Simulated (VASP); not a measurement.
These are PW91 GGA, VASP's PBE PAW potentials (set 64) (plane waves; VASP 6.6.1) values and carry that method's errors.

VASP ran on this input.

POSCAR:
```
ZnO
3.2800490
  0.4999999039  -0.8660253745   0.0000000000
  0.4999999039   0.8660253745   0.0000000000
  0.0000000000   0.0000000000   1.6142798775
Zn O
2 2
Direct
  0.6666670000   0.3333330000   0.5013041696
  0.3333330000   0.6666670000   0.0013041696
  0.6666670000   0.3333330000   0.8806958304
  0.3333330000   0.6666670000   0.3806958304
```

KPOINTS:
```
Automatic mesh
0
Gamma
9 9 5
0 0 0
```

### INCAR
```
ALGO = Normal
EDIFF = 1E-7
ENCUT = 520
GGA = 91
ISIF = 2
ISMEAR = -5
LASPH = T
LCHARG = T
LEFG = T
LMAXMIX = 4
LORBIT = 11
LREAL = F
LWAVE = F
NEDOS = 601
NELM = 100
PREC = Accurate
SYSTEM = ZnO
```

POTCAR, in this order: Zn O (PBE.64 set). Program: vasp_std.

Output of the run:

File OSZICAR:
```
       N       E                     dE             d eps       ncg     rms          rms(c)
DAV:   1     0.288039004686E+03    0.28804E+03   -0.18910E+04  1592   0.235E+03
DAV:   2     0.975108973330E+01   -0.27829E+03   -0.26892E+03  1722   0.437E+02
DAV:   3    -0.208016401337E+02   -0.30553E+02   -0.30341E+02  1872   0.154E+02
DAV:   4    -0.214040534912E+02   -0.60241E+00   -0.60183E+00  1764   0.233E+01
DAV:   5    -0.214087452350E+02   -0.46917E-02   -0.46916E-02  1830   0.197E+00    0.145E+01
DAV:   6    -0.179264899867E+02    0.34823E+01   -0.12603E+01  2750   0.755E+01    0.872E+00
DAV:   7    -0.180973433801E+02   -0.17085E+00   -0.27485E+00  1756   0.200E+01    0.526E+00
DAV:   8    -0.181233112886E+02   -0.25968E-01   -0.90399E-01  2354   0.937E+00    0.188E+00
DAV:   9    -0.180539727355E+02    0.69339E-01   -0.20248E-01  2452   0.816E+00    0.368E-01
DAV:  10    -0.180577099703E+02   -0.37372E-02   -0.60381E-02  1620   0.180E+00    0.136E-01
DAV:  11    -0.180576946449E+02    0.15325E-04   -0.14029E-03  2182   0.435E-01    0.337E-02
DAV:  12    -0.180577385117E+02   -0.43867E-04   -0.11182E-04  2098   0.165E-01    0.285E-02
DAV:  13    -0.180577366015E+02    0.19102E-05   -0.22571E-05  2014   0.924E-02    0.129E-02
DAV:  14    -0.180577359688E+02    0.63266E-06   -0.82869E-06  1774   0.368E-02    0.570E-03
DAV:  15    -0.180577352843E+02    0.68451E-06   -0.24267E-06  2136   0.169E-02    0.146E-03
DAV:  16    -0.180577352140E+02    0.70308E-07   -0.31837E-07  1364   0.645E-03
   1 F= -.18057735E+02 E0= -.18057735E+02  d E =0.000000E+00
```

### OUTCAR
```
------------------------ aborting loop because EDIFF is reached ----------------------------------------
  FORCE on cell =-STRESS in cart. coord.  units (eV):
  Direction    XX          YY          ZZ          XY          YZ          ZX
  --------------------------------------------------------------------------------------
  Total        0.0990710      0.0990710      0.0615931      0.0000000     -0.0000000      0.0000000
  in kB        3.2174113      3.2174124      2.0002862      0.0000000     -0.0000000      0.0000000
  external PRESSURE =       2.8117033 kB  Pullay stress =       0.0000000 kB
  volume of cell :       49.33
      direct lattice vectors                 reciprocal lattice vectors
     1.640024185 -2.840605663  0.000000000     0.304873553 -0.176018800  0.000000000
     1.640024185  2.840605663  0.000000000     0.304873553  0.176018800  0.000000000
     0.000000000  0.000000000  5.294917098     0.000000000  0.000000000  0.188860370
  FREE ENERGIE OF THE ION-ELECTRON SYSTEM (eV)
  ---------------------------------------------------
  free  energy   TOTEN  =       -18.0577352140 eV

  energy  without entropy=      -18.0577352140  energy(sigma->0) =      -18.05773521

 total charge

# of ion       s       p       d       tot
------------------------------------------
    1        0.448   0.458   9.894  10.800
    2        0.448   0.458   9.894  10.800
    3        1.547   3.440   0.000   4.987
    4        1.547   3.440   0.000   4.987
--------------------------------------------------
tot          3.990   7.797  19.787  31.574

 Electric field gradients after diagonalization (V/A^2)
 (convention: |V_zz| > |V_xx| > |V_yy|)
----------------------------------------------------------------------
 ion       V_xx      V_yy      V_zz     asymmetry (V_yy - V_xx)/ V_zz
----------------------------------------------------------------------
   1      -2.475    -2.470     4.946       0.001
   2      -2.476    -2.470     4.946       0.001
   3       0.607     0.596    -1.203       0.009
   4       0.607     0.596    -1.203       0.009
```
(Selected blocks of OUTCAR.)

The compound is ZnO in the wurtzite structure. It was relaxed first.
